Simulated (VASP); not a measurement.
Input:

```
CELL_PARAMETERS angstrom
      0.00000     2.19045     2.19045
      2.19045     0.00000     2.19045
      2.19045     2.19045     0.00000
ATOMIC_POSITIONS crystal
  Si 0.00000 0.00000 0.00000
  C  0.25000 0.25000 0.25000
```

All values below come from optB88-vdW, VASP's PBE PAW potentials (set 64) (plane waves; VASP). Numerical set-up: 520 eV cut-off, Gaussian smearing of 0.050 eV, potentials Si C.

Estimate the band gap (along the path) with the smallest direct gap where there is one.

```yaml
band gap (along the path): 1.55 eV
smallest direct gap (along the path): 4.68 eV
```

The compound is SiC in the zinc blende structure. It was relaxed first.
